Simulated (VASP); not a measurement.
Input:

```yaml
crystal:
  lattice:
    - [5.98827, 0.00000, 0.00000]
    - [0.00000, 5.98827, 0.00000]
    - [0.00000, 0.00000, 5.98827]
  atoms:
    - { symbol: Cd, position: [0.98562, 0.98562, 0.98562] }
    - { symbol: Cd, position: [0.51438, 0.51438, 0.98562] }
    - { symbol: Cd, position: [0.51438, 0.98562, 0.51438] }
    - { symbol: Cd, position: [0.98562, 0.51438, 0.51438] }
    - { symbol: Te, position: [0.25000, 0.25000, 0.25000] }
    - { symbol: S, position: [0.75000, 0.75000, 0.25000] }
    - { symbol: S, position: [0.75000, 0.25000, 0.75000] }
    - { symbol: S, position: [0.25000, 0.75000, 0.75000] }
```

These are PBEsol GGA, VASP's PBE PAW potentials (set 64) (plane waves; VASP 6.6.1) values and carry that method's errors. Settings: 400 eV cut-off, Gaussian smearing of 0.050 eV, potentials Cd Te S.

Unless said otherwise, spin-orbit coupling is left out, though it shifts the bands of the heavy elements here.

Task: Give the energies of bands 27 to 40 at the high-symmetry points, in eV from the valence-band maximum.

Result: 
```
band      Γ      X      M      R
----  -----  -----  -----  -----
27    -4.23  -2.94  -3.65  -4.47
28    -2.17  -2.47  -3.53  -4.47
29    -2.17  -2.44  -2.54  -1.29
30    -2.17  -2.44  -2.23  -1.29
31    -1.89  -2.43  -2.23  -1.07
32    -1.89  -2.08  -1.81  -1.07
33    -1.89  -1.44  -1.33  -1.07
34     0.00  -1.44  -1.08  -0.35
35     0.00  -0.78  -0.56  -0.35
36     0.00  -0.78  -0.56  -0.35
37     0.63   2.87   3.61   2.21
38     2.94   3.36   3.62   2.21
39     3.16   4.13   3.62   2.21
40     3.16   4.20   4.17   3.30
```

The gap is direct, 0.63 eV, from the valence maximum at Γ to the conduction minimum at Γ.

The structure was generated: Cd4S3Te was put into an ordered model structure (P-43m), which need not be its known phase. It was relaxed first.
